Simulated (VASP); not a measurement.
Data:

```
Cd
1.0
    1.51980    -2.63237     0.00000
    1.51980     2.63237     0.00000
    0.00000     0.00000     5.73240
Cd
2
Direct
  0.33333   0.66667   0.25000
  0.66667   0.33333   0.75000
```

Method: PBE GGA, VASP's PBE PAW potentials (set 64) (plane waves; VASP). Run with PREC = Normal, 400 eV cut-off, 12×12×6 Γ-centred mesh, first-order Methfessel-Paxton smearing of 0.10 eV, potentials Cd.

Q: Give the stress tensor in GPa (positive for a compressed cell).

A: 
```
-1.67   0.00   0.00
 0.00  -1.67   0.00
 0.00   0.00   0.81
```
The pressure is its mean diagonal, -0.84 GPa.

The compound is Cd in the hcp structure. The cell was not relaxed at this level. The run is one of a series of settings (PREC = Normal against the base run), some of them coarse on purpose.
